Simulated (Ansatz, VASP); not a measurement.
**MgCdSeS in two plane-wave programs**

One calculation is typed for both programs; each brings its own data sets. How far apart do they land? The cell is invented: As first built, before any earlier steps moved the atoms (in the runner's words): it takes the ZnCdSeS structure with some of its atoms replaced by other elements, volume scaled by an estimate. It may not be a known or stable phase. The cell is taken from a series of VASP runs on this material, whose earlier steps may have relaxed, scaled or displaced it; both programs get it as it stands. Valence electrons are named where the data sets of a main pair hold unlike numbers.

Program: Ansatz 0.2.0. Level of theory: plane waves, with VASP 6.6.1 beside it; single point at PBE with D3(BJ), band structure at PBE with D3(BJ), spin-orbit coupling and dielectric response at PBE with D3(BJ). Results are calculated unless marked as measured.

### 1. The starting structure

The structure is trigonal, space group P3m1 (No. 156). Conventional cell: a = 4.148 Å, b = 4.148 Å, c = 6.786 Å, α = 90.00°, β = 90.00°, γ = 120.00°. Nearest to Cd lie 1 S at 2.54 Å and 3 Se at 2.61 Å. Nearest to Se lie 1 Mg at 2.57 Å and 3 Cd at 2.61 Å. S has 3 Mg at 2.48 Å and 1 Cd at 2.54 Å nearest. Mg has 3 S at 2.48 Å and 1 Se at 2.57 Å nearest. As first built, before any earlier steps moved the atoms (in the runner's words): sites of the ZnCdSeS structure (space group 156) filled with other elements, volume scaled by an estimate. Farther neighbours and most contacts between anions are not listed.

### 2. Ansatz: single point, PBE with D3(BJ)

Ansatz runs on its default PAW (the set named soft_2) files.

A single point gives forces, pressure and levels at one fixed geometry, so differences don't come from the geometry; what else differs is listed under the comparison.

Contents of input.yaml:

```yaml
crystal:
  lattice:
    - [4.1477180915, -3.5e-09, 0.0]
    - [-2.0738595516, 3.5920294095, 0.0]
    - [0.0, 0.0, 6.7863525304]
  atoms:
    - { symbol: Cd, position: [0.0, 0.0, 0.5157483855] }
    - { symbol: Se, position: [0.33333333, 0.66666667, 0.3624382654] }
    - { symbol: S, position: [0.0, 0.0, 0.8895062893] }
    - { symbol: Mg, position: [0.33333333, 0.66666667, 0.9843070599] }
hamiltonian:
  xc: pbe
  pseudopotentials: { kind: paw }
  dispersion: d3bj
kpoints:
  mp_grid: { grid: [9, 9, 5] }
scf:
  occupations: { method: tetrahedron }
output:
  forces: true
  stress: true
```

Launch:

```
$ ansatz run input.yaml --threads 2 --pin off --max-ram 4608MiB --backend cpu --events-out ev --progress --plain --runs-dir out
```

Numbers of over 12 decimals in the logs are rounded to 6 here.

What it wrote:

```text
Warning: output.forces, output.stress, relax.cell or npt_langevin: where a Kohn–Sham band that disperses or a degenerate level is filled in part under the method tetrahedron, the forces or the stress that this run publishes need not agree with its energy (scf.occupations.method in the input reference, under Limitations); prefer a smearing scheme for the forces or the stress
Warning: the atoms were moved onto the symmetric positions of the space group found under crystal.symmetry.tolerance 1.0e-5 (fractional; no operation is sought that the atoms, as they stand in a round, miss by more than twice it, and no atom is moved by as much as it), and the run uses the moved positions. Before a round's move an operation carried an atom to 2.07e-8 Å from where it should land, the largest such dist [...]
Engine: ansatz 0.2.0, aarch64-unknown-linux-gnu
Pseudopotentials: kind: paw
Pseudopotential: Cd, paw, valence charge 20, recommended cutoff 420 eV (normal), Cd.paw.azcp
Pseudopotential: Se, paw, valence charge 16, recommended cutoff 420 eV (normal), Se.paw.azcp
Pseudopotential: S, paw, valence charge 6, recommended cutoff 420 eV (normal), S.paw.azcp
Pseudopotential: Mg, paw, valence charge 10, recommended cutoff 420 eV (normal), Mg.paw.azcp
Functional definition: PBE
  parameter kappa = 0.804
  parameter beta = 0.066725
  exchange = pbe_x(kappa = kappa, mu = beta*pi^2/3)
  correlation = pbe_c(beta = beta)
Crystal: 4 atoms, lattice volume = 101.108 Å³
Basis set: ecut = 420 eV, 1973 PW (Γ), exchange–correlation on 60×60×96 points (8 copies of the dense FFT grid, shifted against one another)
Bands: 32, of which v1, the nominal top of the filled ones, is band 26 counted from 1 (25 counted from 0)
Symmetry: 6 space group operations
Space group: P3m1 (ITA 156), of the structure as read, at distance tolerance 4.7e-5 Å
k-points: 50 of 405 (time reversal used)
Non-local potential: Cd, projectors of the file, l = 0: 3, l = 1: 2, l = 2: 2, l = 3: 1
Non-local potential: Se, projectors of the file, l = 0: 2, l = 1: 2, l = 2: 3, l = 3: 1
Non-local potential: S, projectors of the file, l = 0: 2, l = 1: 2, l = 2: 2
Non-local potential: Mg, projectors of the file, l = 0: 3, l = 1: 2, l = 2: 1
PAW form: soft (Blöchl's): semilocal exchange-correlation on the pseudo side does not see the compensation charge
PAW one-centre angular grid: Cd, 590 points (default); XC on 64 Gauss nodes
PAW one-centre angular grid: Se, 590 points (default); XC on 64 Gauss nodes
PAW one-centre angular grid: S, 110 points (default); XC on 64 Gauss nodes
PAW one-centre angular grid: Mg, 110 points (default); XC on 64 Gauss nodes
Initial density: superposition of atomic densities (neutral atoms: chi_scale 0, normalization atom), corrected by the library's trained network
Initial wavefunctions: pseudopotential atomic-orbital guess
Functional: x = pbe(κ = 0.804, μ = 0.219515), c = pbe(β = 0.066725)
SCF iter   1: F=—  HF=-16554.511904 eV  |F-HF|=—  |Δ(HF+E_count)|=         —  Δρ=8.62e-4  dr2=2.16e-3  ethr=1.77e-3  ⟨swp⟩=6.2  Hψ=6622  notcnv=0
preconditioner: auto → Resta (q_TF=auto, 2.442 Å⁻¹)  ε∞=3.8  [insulator: Δε(μ)=1.427 eV  Ē_g=11.180 eV  n_scr=22 (ndim 8)  ℏωp=18.8 eV  f_vac=0.121  ε∞_Penn≈3.8]
SCF iter   2: F=—  HF=-16554.512554 eV  |F-HF|=—  |Δ(HF+E_count)|=   6.50e-4  Δρ=4.61e-4  dr2=5.64e-4  ethr=4.15e-6  ⟨swp⟩=2.6  Hψ=2930  notcnv=0  defer=80
SCF iter   3: F=—  HF=-16554.512497 eV  |F-HF|=—  |Δ(HF+E_count)|=   5.70e-5  Δρ=2.03e-4  dr2=7.05e-5  ethr=1.08e-6  ⟨swp⟩=3.6  Hψ=2754  notcnv=0  defer=80
SCF iter   4: F=—  HF=-16554.512493 eV  |F-HF|=—  |Δ(HF+E_count)|=   3.56e-6  Δρ=8.09e-5  dr2=1.33e-5  ethr=1.36e-7  ⟨swp⟩=3.0  Hψ=2582  notcnv=0  defer=80
SCF iter   5: F=—  HF=-16554.512498 eV  |F-HF|=—  |Δ(HF+E_count)|=   4.30e-6  Δρ=2.63e-5  dr2=1.35e-6  ethr=2.55e-8  ⟨swp⟩=3.0  Hψ=2840  notcnv=0  defer=80
SCF iter   6: F=—  HF=-16554.512498 eV  |F-HF|=—  |Δ(HF+E_count)|=   2.40e-7  Δρ=9.81e-6  dr2=1.40e-7  ethr=2.60e-9  ⟨swp⟩=3.0  Hψ=2891  notcnv=0  defer=80
SCF iter   7: F=-16554.512498 eV  HF=-16554.512498 eV  |F-HF|=2.69e-8  |Δ(HF+E_count)|=   1.62e-7  Δρ=4.93e-6  dr2=2.63e-8  ethr=1.92e-10  ⟨swp⟩=6.0  Hψ=6512  notcnv=0
SCF 1 converged in 7 iterations: F = -16554.512498 eV  dr2 = 2.63e-8
  greatest PAW one-centre occupation: 1.000 electrons in one spin orbital (limit 2), on the Cd atom at site 0 (counted from 0), in its partial waves of l = 0
SCF converged after 7 iterations
Stability not checked: this state was not tested for a lower state beside it, because cold or Methfessel-Paxton smearing, or corrected tetrahedra, fill the levels in a way that the test cannot read (fill_not_monotonic; see scf.lower_state_search)
Free energy (F): -16554.512498 eV
Harris-Foulkes:  -16554.512498 eV  (|F-HF|=2.69e-8)
Internal energy: -16554.512498 eV  (E = F + TS)
E sigma→0 (E₀):  -16554.512498 eV
Fermi energy:    6.118623 eV
--- Per-component energies (eV) ---
  E_band       = -1276.915265
  E_kinetic    = 808.167486
  E_local      = -9019.487469  (includes V_loc(G=0)·N_el)
  E_nonlocal   = -439.037884
  E_hartree    = 4086.718779
  E_xc         = -408.344711
  E_vxc        = -446.327225  (∫ρ·V_xc dr)
  E_paw        = -6887.159250  (= ΣΔE_a)
  E_vpaw       = -353.673503  (= ΣTr[D̂ρ^β])
  E_aug_tail   = -0.000576  (compensation charges beyond the density's cutoff)
  E_ewald      = -4694.186549
  E_disp       = -1.182325  (pairwise vdW)
  E_smearing   = -0.000000  (= −TS)
  E_closure    = 0.000000  (closes the sum)
  Σ components = -16554.512498   (vs F -16554.512498, Δ=0.00e0)
--- Forces (eV/Å), atoms counted from 1 ---
  atom   1  Cd     0.00000000    -0.00000000    -0.00258003
  atom   2  Se     0.00000000     0.00000000     0.04516272
  atom   3  S      0.00000000    -0.00000000    -0.03246348
  atom   4  Mg     0.00000000     0.00000000    -0.01013906
  max |Σ_I F_I| component: 1.98e-5 eV/Å
--- Stress (GPa, compression-positive) ---
        0.089721       0.000000      -0.000000
        0.000000       0.089721      -0.000000
       -0.000000      -0.000000       0.008809
  P = ⅓ Tr σ = 0.0628 GPa (0.628 kbar)
--- Band table (eV; the first three rows and the last of 50) ---
  k-point 0: bands = [... 22 lower, 4.4785, 5.5533, 6.1186, 6.1186, 7.5808, 9.2980, 12.3530, 12.3530, ... 2 higher]
  k-point 1: bands = [... 22 lower, 4.4976, 4.9578, 6.0914, 6.0914, 8.1528, 9.3650, 12.2311, 12.3520, ... 2 higher]
  k-point 2: bands = [... 22 lower, 4.5299, 4.5299, 6.0462, 6.0462, 8.9167, 9.4942, 11.7931, 12.4007, ... 2 higher]
  k-point 49: bands = [... 22 lower, 3.0878, 3.8449, 4.6441, 4.7540, 9.9454, 10.7064, 10.9927, 12.2143, ... 2 higher]
```

Run time: 7.7 s. Hardware: 2 threads of Arm Neoverse V1, shared host; peak memory 0.42 GiB; 15 s of CPU time.

Reading the cycles: dr2 is the Hartree energy of the density residual (eV), the measure of convergence; HF is the Harris–Foulkes estimate of the energy, which meets the free energy F at convergence.

The run ends at a pressure of 0.06 GPa, with forces up to 0.045 eV/Å.

### 3. VASP: single point, PBE with D3(BJ)

The same cell, functional, mesh and smearing now go to VASP, with its own data sets.

Lines of VASP's logs that name or quote its potential files are left out, and so is its time.

Contents of INCAR:

```
SYSTEM = MgCdSeS
PREC = Accurate
ENCUT = 400
EDIFF = 1E-06
NELM = 100
ISMEAR = -5
SIGMA = 0.05
LREAL = .FALSE.
ALGO = Normal
GGA = PE
IVDW = 12
NBANDS = 27
LORBIT = 11
LWAVE = .FALSE.
LCHARG = .FALSE.
KPAR = 2
NEDOS = 2001
```

Contents of POSCAR:

```
MgCdSeS
1.0
    4.1477180915     -0.0000000035      0.0000000000
   -2.0738595516      3.5920294095      0.0000000000
    0.0000000000      0.0000000000      6.7863525304
Cd Se S Mg
1 1 1 1
Direct
    0.0000000000      0.0000000000      0.5157483855
    0.3333333300      0.6666666700      0.3624382654
    0.0000000000      0.0000000000      0.8895062893
    0.3333333300      0.6666666700      0.9843070599
```

Contents of KPOINTS:

```
Automatic mesh
0
Gamma
9 9 5
0 0 0
```

The projector-augmented-wave data sets are Cd, Se, S and Mg (PBE family, release 64).

Launch:

```
$ mpirun -np 2 vasp_std
```

What it wrote:

```text
[banner, memory and clock lines left out]
running    2 mpi-ranks, on    1 nodes
 distrk:  each k-point on    1 cores,    2 groups
 distr:  one band on    1 cores,    1 groups

 POSCAR found type information on POSCAR CdSeS Mg
 POSCAR found :  4 types and       4 ions
 LDA part: xc-table for (Slater+PW92), standard interpolation
 POSCAR, INCAR and KPOINTS ok, starting setup
 FFT: planning ... GRIDC
 FFT: planning ... GRID_SOFT
 FFT: planning ... GRID
 WAVECAR not read
 entering main loop
       N       E                     dE             d eps       ncg     rms          rms(c)
DAV:   1     0.118227305472E+03    0.11823E+03   -0.95346E+03  2724   0.668E+02
DAV:   2    -0.812132485911E+01   -0.12635E+03   -0.12041E+03  3266   0.183E+02
DAV:   3    -0.146765819810E+02   -0.65553E+01   -0.65242E+01  3299   0.413E+01
DAV:   4    -0.147240826883E+02   -0.47501E-01   -0.47489E-01  3245   0.364E+00
DAV:   5    -0.147246427963E+02   -0.56011E-03   -0.56009E-03  3214   0.390E-01    0.784E+00
DAV:   6    -0.138032658547E+02    0.92138E+00   -0.14217E+00  3123   0.898E+00    0.632E+00
DAV:   7    -0.137634427177E+02    0.39823E-01   -0.58598E-01  3238   0.322E+00    0.318E+00
DAV:   8    -0.137690985296E+02   -0.56558E-02   -0.42545E-02  3053   0.168E+00    0.586E-01
DAV:   9    -0.137699127935E+02   -0.81426E-03   -0.69777E-03  2980   0.768E-01    0.991E-02
DAV:  10    -0.137702911659E+02   -0.37837E-03   -0.92904E-04  3067   0.237E-01    0.867E-02
DAV:  11    -0.137705292775E+02   -0.23811E-03   -0.29210E-04  2971   0.786E-02    0.346E-02
DAV:  12    -0.137705464073E+02   -0.17130E-04   -0.54095E-05  3190   0.439E-02    0.105E-02
DAV:  13    -0.137705500887E+02   -0.36814E-05   -0.85827E-06  3052   0.181E-02    0.335E-03
DAV:  14    -0.137705503207E+02   -0.23202E-06   -0.58069E-07  2798   0.579E-03
   1 F= -.14952591E+02 E0= -.14952591E+02  d E =0.000000E+00
```

Parts of OUTCAR (step 3):

```text
ion  position               nearest neighbor table
   1  0.000  0.000  0.516-   3 2.54   2 2.61   2 2.61   2 2.61
   2  0.333  0.667  0.362-   4 2.57   1 2.61   1 2.61   1 2.61
   3  0.000  0.000  0.890-   4 2.48   4 2.48   4 2.48   1 2.54
   4  0.333  0.667  0.984-   3 2.48   3 2.48   3 2.48   2 2.57

  LATTYP: Found a hexagonal cell.
 ALAT       =     4.1477180915
 C/A-ratio  =     1.6361653277

 Subroutine GETGRP returns: Found  6 space group operations
 (whereof  6 operations were pure point group operations)

The static configuration has the point symmetry C_3v.

 Found     50 irreducible k-points:

   k-points           NKPTS =     50   k-points in BZ     NKDIM =     50   number of bands    NBANDS=     27

   dimension x,y,z NGX =    28 NGY =   28 NGZ =   48
   dimension x,y,z NGXF=    56 NGYF=   56 NGZF=   96

   ENCUT  =  400.0 eV  29.40 Ry    5.42 a.u.   6.76  6.76 11.07*2*pi/ulx,y,z

   NELECT =      26.0000    total number of electrons

 k-points in reciprocal lattice and weights: Automatic mesh
   0.00000000  0.00000000  0.00000000       0.002
   0.11111111 -0.00000000  0.00000000       0.015
   0.22222222 -0.00000000  0.00000000       0.015
   0.33333333  0.00000000  0.00000000       0.015
   0.44444444 -0.00000000  0.00000000       0.015
   0.11111111  0.11111111  0.00000000       0.015
   0.22222222  0.11111111  0.00000000       0.030
   0.33333333  0.11111111  0.00000000       0.030
   0.44444444  0.11111111  0.00000000       0.015
[...]
-0.22222222 -0.44444444  0.40000000       0.030
   0.33333333  0.33333333  0.40000000       0.010

 average (electrostatic) potential at core
       1 -39.2708       2 -55.5761       3 -89.0031       4 -39.4938

 E-fermi :   1.5693

 k-point     1 :       0.0000    0.0000    0.0000
  band No.  band energies     occupation
    ...
      9      -0.0883      2.00000
     10      -0.0883      2.00000
     11       0.9895      2.00000
     12       1.5599      2.00000
     13       1.5599      2.00000
     14       3.0177      0.00000
     15       4.7270      0.00000
     16       7.7907      0.00000
     17       7.7907      0.00000
     18       7.9729      0.00000
    ...

 k-point     2 :       0.1111   -0.0000    0.0000
  band No.  band energies     occupation
    ...
      9      -0.4422      2.00000
     10      -0.1607      2.00000
     11       0.7202      2.00000
     12       1.0630      2.00000
     13       1.4502      2.00000
     14       3.6375      0.00000
     15       5.1573      0.00000
     16       7.4051      0.00000
     17       8.0026      0.00000
     18       8.1358      0.00000
    ...

 k-point     3 :       0.2222   -0.0000    0.0000
  band No.  band energies     occupation
    ...
      9      -1.1485      2.00000
     10      -0.3360      2.00000
     11      -0.2928      2.00000
     12       0.7815      2.00000
     13       1.1933      2.00000
     14       4.5074      0.00000
     15       5.6266      0.00000
     16       7.1247      0.00000
     17       7.5086      0.00000
     18       8.2666      0.00000
    ...

 Edisp (eV)   -1.18204

  Total       0.00351     0.00351    -0.03145    -0.00000    -0.00000     0.00000
  in kB       0.05557     0.05557    -0.49831    -0.00000    -0.00000     0.00000
  external pressure =       -0.13 kB  Pullay stress =        0.00 kB

  energy-cutoff  :      400.00
  volume of cell :      101.11
      direct lattice vectors                 reciprocal lattice vectors
     4.147718091 -0.000000003  0.000000000     0.241096424  0.139197113  0.000000000
    -2.073859552  3.592029409  0.000000000     0.000000000  0.278394157  0.000000000
     0.000000000  0.000000000  6.786352530     0.000000000  0.000000000  0.147354561

 POSITION                                       TOTAL-FORCE (eV/Angst)
 -----------------------------------------------------------------------------------
      0.00000      0.00000      3.50005        -0.000000     -0.000000      0.003531
     -0.00000      2.39469      2.45963        -0.000000     -0.000000      0.000424
      0.00000      0.00000      6.03650         0.000000      0.000000      0.005601
     -0.00000      2.39469      6.67985         0.000000      0.000000     -0.009555
 -----------------------------------------------------------------------------------
    total drift:                                0.000014     -0.000001      0.000164

  FREE ENERGIE OF THE ION-ELECTRON SYSTEM (eV)
  ---------------------------------------------------
  free  energy   TOTEN  =       -14.9525909048 eV

  energy  without entropy=      -14.9525909048  energy(sigma->0) =      -14.95259090

 total charge
# of ion       s       p       d       tot
------------------------------------------
    1        0.442   0.332   9.554  10.329
    2        1.439   2.444   0.020   3.904
    3        1.314   2.462   0.000   3.776
    4        0.161   0.135   0.035   0.331
--------------------------------------------------
tot          3.356   5.374   9.609  18.339

[... 3 further parts left out ...]
```

The gap is read on the k-mesh alone, so it is an upper bound where the band edges lie off the mesh.

### 4. Comparison

Known differences besides the potentials themselves: the data sets hold 52 valence electrons in Ansatz (on its default PAW (the set named soft_2) files) and 26 in VASP; the cutoff is 420 eV in Ansatz and 400 eV in VASP; VASP leaves aspherical gradient terms in its spheres out (LASPH is not set), Ansatz keeps them. Total energies have different zeros and are not compared.

Both answers:

```
              quantity  Ansatz   VASP  difference
        pressure (GPa)    0.06  -0.01       +0.08
gap on the k mesh (eV)   1.462  1.458      +0.004
```

At this near-relaxed geometry the largest component of a force difference is 45 meV/Å. A gap on the mesh is an upper bound, since the band edges may lie between its points. Ansatz's pressure holds a Pulay correction of 0.02 GPa; VASP's holds none.

### 5. Other set-ups

Further runs change the set-up of one program: Ansatz's method, potentials or start, or VASP's data sets, cutoff or form of LDA. The table gives Ansatz less VASP for each quantity, since a change that brings one quantity closer may part another.

```
                                        run  r.m.s. force difference (meV/Å)  pressure (GPa)  gap on the k mesh (eV)
                                   as above                               17           0.076                  0.0044
    Ansatz's larger PAW set (cutoff 760 eV)                               16           0.096                  0.0022
norm-conserving potentials (cutoff 1170 eV)                               17           0.077                  7.7e-4
```

[end of part 1 of 3]

[Lines on the potential files, build, host, timing and source positions are cut from VASP's logs without a mark.]

[Logs are printed without paths, hosts, clocks, repeated set-up lines and the standing remarks that a program may print on its own settings, such as how far it seeks lower states.]

[Hosts, paths, dates, database ids (printed as entryN), source tags and the programs' standing remarks are cut or masked in the printed files.]
